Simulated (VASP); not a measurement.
# MnS (relaxed from the CsCl type structure, space group Pm-3m): computed properties

Calculation: r2SCAN meta-GGA, VASP's PBE PAW potentials (set 64) (plane waves; VASP 6.6.1).

For MnS, the space group is Pm-3m (221), the cell is a = b = c = 3.2231 Å, α = β = γ = 90.00° and the volume per atom comes out as 16.74 Å³/atom. The band gap (over mesh and band path) is none (metal, semimetal or under 0.01 eV). The cell moment is 4.93 μB and the density comes out as 4.31 g/cm³.

```
MnS
1.0
    3.22306     0.00000     0.00000
    0.00000     3.22306     0.00000
    0.00000     0.00000     3.22306
Mn S
1 1
Direct
  0.00000   0.00000   0.00000
  0.50000   0.50000   0.50000
```
Starting moments (μB, in the order of the record's atoms Mn S): 4.4 0.2.

The moments were started parallel, and other spin orders were not tried in this run.

The structure was generated: MnS was put into the CsCl type type (Pm-3m), which need not be its known phase. It was relaxed first. Symmetry was kept, so distortions that lower it aren't found.
